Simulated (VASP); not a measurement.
VASP runs on Be$_{2}$Ge (space group P-3m1) share one base input (PBE GGA, plane waves, VASP's PBE PAW potentials (set 64)) and change the settings named in each case.

**INCAR**
```
SYSTEM = Be2Ge
PREC = Accurate
ENCUT = 300
EDIFF = 1E-6
NELM = 100
ALGO = Normal
LREAL = .FALSE.
LASPH = .TRUE.
ISMEAR = -1
SIGMA = 0.05
GGA = PE
LMAXMIX = 4
LWAVE = .FALSE.
LCHARG = .FALSE.
ISIF = 2
```

**POSCAR**
```
Be2Ge
3.3816690
  1.0000000000   0.0000000000   0.0000000000
 -0.5000001479   0.8660253265   0.0000000000
  0.0000000000   0.0000000000   1.6132075611
Ge Be
1 2
Cartesian
  0.0000000000   0.0000000000   0.0000000000
 -0.0000005986   0.5773505064   0.4065283054
  0.5000004507   0.2886748202   1.2066792557
```

File KPOINTS:
```
Automatic mesh
0
Gamma
6 6 3
0 0 0
```

POTCAR, in this order: Ge_d Be (PBE.64 set). Program: vasp_std.

```
change                                                                                                                          E(σ→0) (eV/atom)  pressure (GPa)  largest force (eV/Å)  −TS (eV)
------------------------------------------------------------------------------------------------------------------------------  ----------------  --------------  --------------------  --------
base run                                                                                                                                 -2.9354           -6.98                 0.717   -0.0224
GGA = PS                                                                                                                                 -3.2295           -8.31                 0.663   -0.0232
GGA_COMPAT = .FALSE., LNONCOLLINEAR = .TRUE., LSORBIT = .TRUE., MAGMOM = 0.0 0.0 0.0 0.0 0.0 0.0 0.0 0.0 0.0, program vasp_ncl           -2.9384             [?]                   [?]   -0.0224
KPOINTS 1×1×1 Γ-centred mesh                                                                                                             -1.6192            1.91                 4.606   -0.1386
```

Task: Complete the blanks.

Result: 
- GGA_COMPAT = .FALSE., LNONCOLLINEAR = .TRUE., LSORBIT = .TRUE., MAGMOM = 0.0 0.0 0.0 0.0 0.0 0.0 0.0 0.0 0.0, program vasp_ncl, pressure (GPa): -6.95
- GGA_COMPAT = .FALSE., LNONCOLLINEAR = .TRUE., LSORBIT = .TRUE., MAGMOM = 0.0 0.0 0.0 0.0 0.0 0.0 0.0 0.0 0.0, program vasp_ncl, largest force (eV/Å): 0.713

Energies of different potentials or functionals have different zeros.  At 300 eV the pressure can carry a Pulay error.

Left out are runs that ran out of time, are held back, or changed the cell or the kind of run, fixed moments of cells without a moment, rows past the twelfth, gaps on odd meshes, pressures of charged cells and columns that move by less than the noise.

The structure was generated: Be2Ge was put into an ordered model structure, which need not be its known phase. The cell was not relaxed at this level, forces remain on its atoms.
